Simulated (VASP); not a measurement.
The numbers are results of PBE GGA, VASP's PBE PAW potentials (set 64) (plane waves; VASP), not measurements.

VASP ran on this input.

INCAR:
```
SYSTEM = RuSe
PREC = Accurate; ENCUT = 400; LREAL = .False.
LASPH = .True.
EDIFF = 1E-6; NELM = 100; ALGO = Normal
LMAXMIX = 4
ISMEAR = 0; SIGMA = 0.05
GGA = PE
ISIF = 2
LWAVE = .False.; LCHARG = .False.
```

KPOINTS:
```
Automatic
0
M
 5 5 5
```

**POSCAR**
```
RuSe
5.9875120
  0.5000000000   0.0000000000   0.0000000000
  0.0000000000   0.5000000000   0.0000000000
  0.0000000000   0.0000000000   0.5000000000
Ru Se
1 1
Cartesian
  0.0000000000   0.0000000000   0.0000000000
  0.2500000000   0.2500000000   0.2500000000
```

POTCAR, in this order: Ru_pv Se (PBE.64 set). Program: vasp_std.

Output

OUTCAR:
```
 ion  position               nearest neighbor table
   1  0.000  0.000  0.000-   2 2.59   2 2.59   2 2.59   2 2.59   2 2.59   2 2.59   2 2.59   2 2.59
  LATTYP: Found a simple cubic cell.
 ALAT       =     2.9937560000
 Subroutine PRICEL returns:
 Original cell was already a primitive cell.
 Subroutine GETGRP returns: Found 48 space group operations
The static configuration has the point symmetry O_h .
The dynamic configuration has the point symmetry O_h .
 Subroutine INISYM returns: Found 48 space group operations
 Subroutine IBZKPT returns following result:
 Found     10 irreducible k-points:

 Following reciprocal coordinates:
            Coordinates               Weight
  0.000000  0.000000  0.000000      1.000000
  0.200000  0.000000  0.000000      6.000000
  0.400000  0.000000  0.000000      6.000000
  0.200000  0.200000  0.000000     12.000000
  0.400000  0.200000  0.000000     24.000000
  0.400000  0.400000  0.000000     12.000000
  0.200000  0.200000  0.200000      8.000000
  0.400000  0.200000  0.200000     24.000000
  0.400000  0.400000  0.200000     24.000000
  0.400000  0.400000  0.400000      8.000000
...
```

**OSZICAR**
```
       N       E                     dE             d eps       ncg     rms          rms(c)
DAV:   1     0.132390464384E+03    0.13239E+03   -0.10115E+04   280   0.116E+03
DAV:   2    -0.910085402196E+01   -0.14149E+03   -0.13860E+03   316   0.339E+02
DAV:   3    -0.120323034974E+02   -0.29314E+01   -0.29133E+01   334   0.504E+01
DAV:   4    -0.120518709363E+02   -0.19567E-01   -0.19560E-01   324   0.425E+00
DAV:   5    -0.120522188538E+02   -0.34792E-03   -0.34791E-03   368   0.459E-01    0.166E+01
DAV:   6    -0.118734313539E+02    0.17879E+00   -0.11500E+00   298   0.117E+01    0.782E+00
DAV:   7    -0.118368993138E+02    0.36532E-01   -0.20393E-01   292   0.503E+00    0.492E+00
DAV:   8    -0.118241335678E+02    0.12766E-01   -0.56241E-02   292   0.250E+00    0.283E-01
DAV:   9    -0.118239515733E+02    0.18199E-03   -0.97093E-04   316   0.257E-01    0.927E-02
DAV:  10    -0.118239182088E+02    0.33365E-04   -0.31739E-04   298   0.189E-01    0.203E-02
DAV:  11    -0.118239157651E+02    0.24437E-05   -0.72118E-06   358   0.337E-02    0.673E-03
DAV:  12    -0.118239152624E+02    0.50267E-06   -0.99600E-07   170   0.110E-02
   1 F= -.11823915E+02 E0= -.11821242E+02  d E =-.534647E-02
```

**OUTCAR**
```
------------------------ aborting loop because EDIFF is reached ----------------------------------------
  FORCE on cell =-STRESS in cart. coord.  units (eV):
  Direction    XX          YY          ZZ          XY          YZ          ZX
  --------------------------------------------------------------------------------------
  Total        5.2076055      5.2076055      5.2076055     -0.0000000      0.0000000     -0.0000000
  in kB      310.9563691    310.9563691    310.9563691     -0.0000000      0.0000000     -0.0000000
  external PRESSURE =     310.9563691 kB  Pullay stress =       0.0000000 kB
  volume of cell :       26.83
      direct lattice vectors                 reciprocal lattice vectors
     2.993756000  0.000000000  0.000000000     0.334028558  0.000000000  0.000000000
     0.000000000  2.993756000  0.000000000     0.000000000  0.334028558  0.000000000
     0.000000000  0.000000000  2.993756000     0.000000000  0.000000000  0.334028558
 POSITION                                       TOTAL-FORCE (eV/Angst)
 -----------------------------------------------------------------------------------
      0.00000      0.00000      0.00000         0.000000      0.000000      0.000000
      1.49688      1.49688      1.49688         0.000000      0.000000      0.000000
 -----------------------------------------------------------------------------------
    total drift:                               -0.000000      0.000000     -0.000000
  FREE ENERGIE OF THE ION-ELECTRON SYSTEM (eV)
  ---------------------------------------------------
  free  energy   TOTEN  =       -11.8239152624 eV

  energy  without entropy=      -11.8185687891  energy(sigma->0) =      -11.82124203
```
(Selected blocks of OUTCAR.)

The structure was generated: RuSe was put into the CsCl type (Pm-3m), which need not be its known phase. The cell was not relaxed at this level. The k-mesh is coarse (spacing up to 0.42 per Å, 2π included), so the numbers may not be converged in it. The run is one of a series of settings (KPOINTS 5×5×5 Monkhorst-Pack mesh against the base run), some of them coarse on purpose.
